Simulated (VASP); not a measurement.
All values below come from PBEsol GGA, VASP's PBE PAW potentials (set 64) (plane waves; VASP).

The input files of a VASP run:

### KPOINTS
```
K-points
0
gamma
 8 8 8
0 0 0
```

POSCAR:
```
ZnS
1
    0.0000000000     2.6776703000     2.6776703000
    2.6776703000     0.0000000000     2.6776703000
    2.6776703000     2.6776703000     0.0000000000
Zn S
1 1
Direct
  0.0000000000   0.0000000000   0.0000000000
  0.2500000000   0.2500000000   0.2500000000
```

INCAR:
```
SYSTEM = ZnS
PREC = Accurate; ENCUT = 480; LREAL = F
LASPH = T
EDIFF = 1E-7; NELM = 100; ALGO = Normal
LMAXMIX = 4
ISMEAR = 0; SIGMA = 0.05
GGA = PS
IBRION = 2; NSW = 40; ISIF = 3
EDIFFG = -0.01; PSTRESS = 150
LWAVE = F; LCHARG = F
```

POTCAR, in this order: Zn S (PBE.64 set). Program: vasp_std.

Output

**OUTCAR**
```
 ion  position               nearest neighbor table
   1  0.000  0.000  0.000-   2 2.32   2 2.32   2 2.32   2 2.32
   2  0.250  0.250  0.250-   1 2.32   1 2.32   1 2.32   1 2.32
  LATTYP: Found a face centered cubic cell.
 ALAT       =     5.3553406000
 Subroutine PRICEL returns:
 Original cell was already a primitive cell.
 Subroutine GETGRP returns: Found 24 space group operations
The static configuration has the point symmetry T_d .
The dynamic configuration has the point symmetry T_d .
 Subroutine INISYM returns: Found 24 space group operations
 Subroutine IBZKPT returns following result:
 Found     29 irreducible k-points:

 Following reciprocal coordinates:
            Coordinates               Weight
  0.000000  0.000000  0.000000      1.000000
  0.125000  0.000000  0.000000      8.000000
  0.250000  0.000000  0.000000      8.000000
  0.375000  0.000000  0.000000      8.000000
  0.500000  0.000000  0.000000      4.000000
  0.125000  0.125000  0.000000      6.000000
  0.250000  0.125000  0.000000     24.000000
  0.375000  0.125000  0.000000     24.000000
  0.500000  0.125000  0.000000     24.000000
...
```

**OSZICAR**
```
       N       E                     dE             d eps       ncg     rms          rms(c)
DAV:   1     0.851071197669E+02    0.85107E+02   -0.88768E+03   754   0.158E+03
DAV:   2    -0.201946145930E+01   -0.87127E+02   -0.83199E+02   834   0.275E+02
DAV:   3    -0.791949311429E+01   -0.59000E+01   -0.58714E+01   929   0.731E+01
DAV:   4    -0.799531204137E+01   -0.75819E-01   -0.75792E-01   844   0.889E+00
DAV:   5    -0.799646776626E+01   -0.11557E-02   -0.11557E-02   914   0.108E+00    0.726E+00
DAV:   6    -0.760621841552E+01    0.39025E+00   -0.10323E+00  1005   0.403E+01    0.561E+00
DAV:   7    -0.759142512004E+01    0.14793E-01   -0.35162E-01   799   0.623E+00    0.266E+00
DAV:   8    -0.758834621585E+01    0.30789E-02   -0.55540E-03   889   0.740E-01    0.719E-01
DAV:   9    -0.758809839506E+01    0.24782E-03   -0.85517E-04   900   0.367E-01    0.116E-01
DAV:  10    -0.758818167475E+01   -0.83280E-04   -0.18961E-04   854   0.212E-01    0.729E-02
DAV:  11    -0.758817869783E+01    0.29769E-05   -0.55597E-05   914   0.172E-01    0.867E-03
DAV:  12    -0.758817855409E+01    0.14374E-06   -0.26714E-06  1103   0.301E-02    0.293E-03
DAV:  13    -0.758817865552E+01   -0.10142E-06   -0.61380E-07   804   0.851E-03    0.130E-03
DAV:  14    -0.758817859167E+01    0.63846E-07   -0.42035E-08   517   0.289E-03
   1 F= -.39933186E+01 E0= -.39933186E+01  d E =-.399332E+01
       N       E                     dE             d eps       ncg     rms          rms(c)
DAV:   1    -0.263603191105E+02   -0.18772E+02   -0.16196E+02   909   0.266E+02    0.444E+01
DAV:   2    -0.166940133420E+02    0.96663E+01   -0.22227E+02   754   0.437E+02    0.247E+01
DAV:   3    -0.749759450088E+01    0.91964E+01   -0.30925E+01   864   0.115E+02    0.579E+00
DAV:   4    -0.672678940339E+01    0.77081E+00   -0.44763E+00   902   0.527E+01    0.532E+00
DAV:   5    -0.672624683540E+01    0.54257E-03   -0.85089E-01   894   0.993E+00    0.309E+00
DAV:   6    -0.672211114989E+01    0.41357E-02   -0.34163E-02  1248   0.371E+00    0.872E-01
DAV:   7    -0.671937495600E+01    0.27362E-02   -0.25059E-02   849   0.386E+00    0.156E-01
DAV:   8    -0.671946310358E+01   -0.88148E-04   -0.24622E-03   869   0.411E-01    0.211E-01
DAV:   9    -0.671944265992E+01    0.20444E-04   -0.26211E-04  1144   0.459E-01    0.449E-02
DAV:  10    -0.671942505269E+01    0.17607E-04   -0.14160E-04   899   0.468E-01    0.935E-03
DAV:  11    -0.671942536734E+01   -0.31465E-06   -0.14293E-05   899   0.589E-02    0.556E-03
DAV:  12    -0.671942485970E+01    0.50764E-06   -0.14855E-06   951   0.428E-02    0.236E-03
DAV:  13    -0.671942488909E+01   -0.29387E-07   -0.71386E-07   784   0.149E-02
   2 F= -.39693899E+01 E0= -.39693899E+01  d E =0.239287E-01
       N       E                     dE             d eps       ncg     rms          rms(c)
DAV:   1    -0.105850238011E+02   -0.38656E+01   -0.43305E+01   879   0.192E+02    0.127E+01
DAV:   2    -0.787186367730E+01    0.27132E+01   -0.71652E+00   889   0.773E+01    0.570E+00
DAV:   3    -0.748250451107E+01    0.38936E+00   -0.54652E-01   949   0.144E+01    0.293E+00
DAV:   4    -0.739992122096E+01    0.82583E-01   -0.11236E-01   824   0.422E+00    0.685E-01
DAV:   5    -0.739177410931E+01    0.81471E-02   -0.72553E-03   922   0.432E+00    0.226E-01
DAV:   6    -0.739141982375E+01    0.35429E-03   -0.50400E-03   894   0.134E+00    0.788E-02
DAV:   7    -0.739139259606E+01    0.27228E-04   -0.22080E-04   947   0.274E-01    0.488E-02
DAV:   8    -0.739140249131E+01   -0.98952E-05   -0.26300E-05  1022   0.677E-02    0.217E-02
DAV:   9    -0.739140245643E+01    0.34873E-07   -0.57357E-06  1246   0.676E-02    0.228E-03
DAV:  10    -0.739140251765E+01   -0.61218E-07   -0.19117E-06   784   0.147E-02    0.178E-03
DAV:  11    -0.739140250090E+01    0.16751E-07   -0.66452E-08   407   0.957E-03
   3 F= -.42453081E+01 E0= -.42453081E+01  d E =-.251989E+00
       N       E                     dE             d eps       ncg     rms          rms(c)
DAV:   1    -0.738414827338E+01    0.72542E-02   -0.19308E-02   894   0.366E+00    0.290E-01
DAV:   2    -0.738275121098E+01    0.13971E-02   -0.50078E-03   899   0.260E+00    0.117E-01
DAV:   3    -0.738258961051E+01    0.16160E-03   -0.18888E-04   944   0.231E-01    0.545E-02
DAV:   4    -0.738254683181E+01    0.42779E-04   -0.42709E-05   907   0.107E-01    0.244E-02
DAV:   5    -0.738254311845E+01    0.37134E-05   -0.54544E-06  1192   0.436E-02    0.937E-03
DAV:   6    -0.738254256997E+01    0.54848E-06   -0.15399E-06  1046   0.190E-02    0.172E-03
DAV:   7    -0.738254250510E+01    0.64873E-07   -0.18753E-07   502   0.465E-03
   4 F= -.42454609E+01 E0= -.42454609E+01  d E =-.252142E+00
```

OUTCAR:
```
------------------------ aborting loop because EDIFF is reached ----------------------------------------
  FORCE on cell =-STRESS in cart. coord.  units (eV):
  Direction    XX          YY          ZZ          XY          YZ          ZX
  --------------------------------------------------------------------------------------
  Total        3.1279234      3.1279234      3.1279234      0.0000000      0.0000000     -0.0000000
  in kB      149.5620948    149.5620948    149.5620948      0.0000000      0.0000000     -0.0000000
  external PRESSURE =      -0.4379052 kB  Pullay stress =     150.0000000 kB
  volume of cell :       33.51
      direct lattice vectors                 reciprocal lattice vectors
    -0.000000000  2.558812026  2.558812026    -0.195403177  0.195403177  0.195403177
     2.558812026  0.000000000  2.558812026     0.195403177 -0.195403177  0.195403177
     2.558812026  2.558812026 -0.000000000     0.195403177  0.195403177 -0.195403177
  FREE ENERGIE OF THE ION-ELECTRON SYSTEM (eV)
  ---------------------------------------------------
  free  energy   TOTEN  =        -7.3825425051 eV

  energy  without entropy=       -7.3825425051  energy(sigma->0) =       -7.38254251
  enthalpy is  TOTEN    =        -4.2454608575 eV   P V=        3.1370816476

 reached required accuracy - stopping structural energy minimisation
```
(Selected blocks of OUTCAR.)

**CONTCAR**
```
ZnS
   1.00000000000000
    -0.0000000000000000    2.5588120264755712    2.5588120264755712
     2.5588120264755712    0.0000000000000000    2.5588120264755712
     2.5588120264755712    2.5588120264755712   -0.0000000000000000
  Zn              S
     1     1
Direct
     0.0000000000000000    0.0000000000000000    0.0000000000000000
     0.2500000000000000    0.2500000000000000    0.2500000000000000
```

**OUTCAR**
```
 val. band max:        3.6977017355   @ k =   0.0000   0.0000   0.0000

 cond. band min:       6.4117372923   @ k =   0.0000   0.0000   0.0000


 Fermi energy:         3.9853566055

 k-point     1 :       0.0000    0.0000    0.0000
  band No.  band energies     occupation
      1     -10.7501      2.00000
      2      -3.4954      2.00000
      3      -3.4954      2.00000
      4      -3.4954      2.00000
      5      -2.7852      2.00000
      6      -2.7852      2.00000
      7       3.6977      2.00000
      8       3.6977      2.00000
      9       3.6977      2.00000
     10       6.4117      0.00000
     11       9.8277      0.00000
     12       9.8277      0.00000
     13       9.8277      0.00000

 k-point     2 :       0.1250    0.0000    0.0000
  band No.  band energies     occupation
      1     -10.5953      2.00000
      2      -3.5125      2.00000
      3      -3.4663      2.00000
      4      -3.4663      2.00000
      5      -2.7883      2.00000
      6      -2.7883      2.00000
      7       2.4333      2.00000
      8       3.4968      2.00000
      9       3.4968      2.00000
     10       7.2027      0.00000
     11       9.8752      0.00000
     12      10.1449      0.00000
     13      10.1449      0.00000

 k-point     3 :       0.2500    0.0000    0.0000
  band No.  band energies     occupation
      1     -10.1833      2.00000
      2      -3.5108      2.00000
      3      -3.4031      2.00000
      4      -3.4031      2.00000
      5      -2.7843      2.00000
      6      -2.7843      2.00000
      7       0.4019      2.00000
      8       3.0711      2.00000
      9       3.0711      2.00000
     10       7.4957      0.00000
     11      10.5701      0.00000
     12      10.5701      0.00000
     13      10.9474      0.00000

 k-point     4 :       0.3750    0.0000    0.0000
  band No.  band energies     occupation
      1      -9.6984      2.00000
      2      -3.3546      2.00000
      3      -3.3546      2.00000
...
```

Energy and stress use the plane-wave basis of the starting cell.

The compound is ZnS in the zinc blende structure. This run relaxes it under an external pressure of 15 GPa. Symmetry was kept, so distortions that lower it aren't found.
